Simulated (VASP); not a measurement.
Crystal: TiAl3.

```
CELL_PARAMETERS angstrom
-1.91111 1.91111 4.28067
1.91111 -1.91111 4.28067
1.91111 1.91111 -4.28067
ATOMIC_POSITIONS crystal
Ti 0.00000 0.00000 0.00000
Al 0.50000 0.50000 0.00000
Al 0.75000 0.25000 0.50000
Al 0.25000 0.75000 0.50000
```

The cell comes from a database or a generator and needn't be the stable form of this composition.

* Program: VASP 6.6.1
* Task: relaxation of cell and atoms
* Functional: LDA
* Potentials or basis: VASP PAW LDA potentials, release 64 (Ti_sv, Al)
* Cutoff: 600 eV
* k mesh: 14 × 14 × 14
* Occupations: methfessel-paxton, width 0.1 eV
* Spin: no spin polarisation

At the start: pressure -3.4 GPa; volume 15.63 Å³/atom.

Problem. How do energy, volume and symmetry change on relaxing?

Solution. Over 3 steps the energy falls by 5.1 meV/atom and the volume is 15.16 Å³/atom (-3.0 %); space group I4/mmm (No. 139, to 0.05 Å).

The path:
```
step  energy change (eV)  largest force (eV/Å)  pressure (GPa)  volume (Å³)
   1              0.0000                0.0000           -3.35        62.54
   2             -0.0138                0.0000            2.07        59.62
   3             -0.0204                0.0000            0.00        60.66
```

Final structure:
```
CELL_PARAMETERS angstrom
-1.89048 1.89048 4.24291
1.89048 -1.89048 4.24291
1.89048 1.89048 -4.24291
ATOMIC_POSITIONS crystal
Ti 0.00000 0.00000 0.00000
Al 0.50000 0.50000 0.00000
Al 0.75000 0.25000 0.50000
Al 0.25000 0.75000 0.50000
```
